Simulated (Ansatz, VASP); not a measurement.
Two plane-wave programs on Ca3Si2

INCAR

```
SYSTEM = Ca3Si2
  PREC = Accurate
  ENCUT = 520
  EDIFF = 1E-6
  ISMEAR = 0
  SIGMA = 0.1
  LREAL = .FALSE.
  LASPH = .TRUE.
  NELM = 100
  ALGO = Fast
  ISIF = 2
  LWAVE = .FALSE.
  LCHARG = .TRUE.
  GGA = PE
  LELF = .TRUE.
  LVHAR = .TRUE.
  NBANDS = 49
```

The input KPOINTS:

```
regular mesh
0
G
  3 3 3
  0 0 0
```

Contents of POSCAR:

```
Ca3Si2
1.0
    3.3307542644      1.9230118711      6.0624729425
   -3.3307542644      1.9230118711      6.0624729425
    0.0000000000     -3.8460237423      6.0624729425
Ca Si
6 4
Direct
    0.0562500000      0.4437500000      0.7500000000
    0.7500000000      0.0562500000      0.4437500000
    0.4437500000      0.7500000000      0.0562500000
    0.9437500000      0.5562500000      0.2500000000
    0.2500000000      0.9437500000      0.5562500000
    0.5562500000      0.2500000000      0.9437500000
    0.8521800000      0.8521800000      0.8521800000
    0.6478200000      0.6478200000      0.6478200000
    0.1478200000      0.1478200000      0.1478200000
    0.3521800000      0.3521800000      0.3521800000
```

Input for Ansatz:

```yaml
crystal:
  lattice:
    - [3.3307542644, 1.9230118711, 6.0624729425]
    - [-3.3307542644, 1.9230118711, 6.0624729425]
    - [0.0, -3.8460237423, 6.0624729425]
  atoms:
    - { symbol: Ca, position: [0.05625, 0.44375, 0.75] }
    - { symbol: Ca, position: [0.75, 0.05625, 0.44375] }
    - { symbol: Ca, position: [0.44375, 0.75, 0.05625] }
    - { symbol: Ca, position: [0.94375, 0.55625, 0.25] }
    - { symbol: Ca, position: [0.25, 0.94375, 0.55625] }
    - { symbol: Ca, position: [0.55625, 0.25, 0.94375] }
    - { symbol: Si, position: [0.85218, 0.85218, 0.85218] }
    - { symbol: Si, position: [0.64782, 0.64782, 0.64782] }
    - { symbol: Si, position: [0.14782, 0.14782, 0.14782] }
    - { symbol: Si, position: [0.35218, 0.35218, 0.35218] }
basis:
  ecutwfc: 420
kpoints:
  mp_grid: { grid: [3, 3, 3] }
hamiltonian:
  xc: pbe
scf:
  occupations: { method: gaussian, width: 0.1 }
  lower_state_search: "off"
output:
  forces: true
  stress: true
  eigenvalues: true
```

Alike in both runs: task single point; functional PBE; k mesh 3 × 3 × 3; occupations gaussian, width 0.1 eV; no spin polarisation.

|  | VASP | Ansatz |
| --- | --- | --- |
| version | VASP 6.6.1 | Ansatz 0.2.0 |
| potentials or method | VASP PAW PBE potentials, release 64 (Ca_sv, Si) | scalar-relativistic, plane waves, PAW |
| plane-wave cutoff (eV) | 520 | 420 |
| valence electrons in the cell | 76 | 76 |

Ansatz gave:

| Property | Result |
| --- | --- |
| gap on the k mesh at the Fermi level (eV) | none |
| pressure (GPa) | 20.4 |
| largest component of the traceless stress (GPa) | 0.51 |
| rms of the force components (eV/Å) | 0.206 |

Which values does VASP return?

gap on the k mesh at the Fermi level (eV): none; pressure (GPa): 20.6; largest component of the traceless stress (GPa): 0.51; rms of the force components (eV/Å): 0.204.

Atom by atom the forces differ by 0.001 eV/Å (rms over components). A gap of «none» marks a metal or a gap that the smearing closes.

Caveats: the k mesh is coarse (spacing up to 0.38 Å⁻¹), so the values aren't converged; so large a pressure means that the cell lies far from this level's equilibrium, or that cutoff or potentials fall short (VASP).
